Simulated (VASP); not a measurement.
A convergence study with VASP on ZnSe (zinc blende): one setting is varied, all else stays as given below, so the limit is that of these other settings. Each run relaxes cell and ions from the cell shown. The basis is that of the starting cell, so low cut-offs carry a Pulay error.

```
CELL_PARAMETERS angstrom
      0.00000     2.83500     2.83500
      2.83500     0.00000     2.83500
      2.83500     2.83500     0.00000
ATOMIC_POSITIONS crystal
  Zn 0.00000 0.00000 0.00000
  Se 0.25000 0.25000 0.25000
```

Method: PBE GGA, VASP's PBE PAW potentials (set 64) (plane waves; VASP). The tightest run used: 700 eV cut-off, 7×7×7 Γ-centred mesh, Gaussian smearing of 0.050 eV, potentials Zn Se.

Gaps are read on the run's mesh, which can miss a band edge.

Task: The settings run are ENCUT = 200; ENCUT = 250; ENCUT = 300; ENCUT = 350; ENCUT = 400; ENCUT = 450; ENCUT = 500; ENCUT = 550; ENCUT = 600; ENCUT = 650; ENCUT = 700. From which on does the relaxed volume stay within 0.05 Å³/atom of the tightest run?

Result: From ENCUT = 450 on: it is off by 0.042 there and by no more than 0.05 in any finer run, while ENCUT = 400 is off by 0.096.
| setting | relaxed volume (Å³/atom) | E (eV/atom) | gap on the mesh (eV) | plane waves | difference judged (Å³/atom) |
|---|---|---|---|---|---|
| ENCUT = 200 | 19.734 | -3.0505 | 1.919 | 302 | 3.895 |
| ENCUT = 250 | 22.537 | -2.9995 | 1.330 | 418 | 1.093 |
| ENCUT = 300 | 23.579 | -3.0147 | 1.144 | 548 | 0.050 |
| ENCUT = 350 | 23.562 | -3.0140 | 1.148 | 688 | 0.067 |
| ENCUT = 400 | 23.534 | -3.0138 | 1.155 | 869 | 0.096 |
| ENCUT = 450 | 23.588 | -3.0148 | 1.147 | 998 | 0.042 |
| ENCUT = 500 | 23.628 | -3.0156 | 1.141 | 1173 | 0.002 |
| ENCUT = 550 | 23.635 | -3.0156 | 1.139 | 1363 | 0.005 |
| ENCUT = 600 | 23.628 | -3.0154 | 1.141 | 1536 | 0.002 |
| ENCUT = 650 | 23.625 | -3.0154 | 1.141 | 1735 | 0.004 |
| ENCUT = 700 | 23.630 | -3.0154 | 1.140 | 1940 | 0.000 |

Left out are rungs that failed or repeat a setting and relaxations that didn't move; long series are thinned to 24 rows.

The compound is ZnSe in the zinc blende structure.
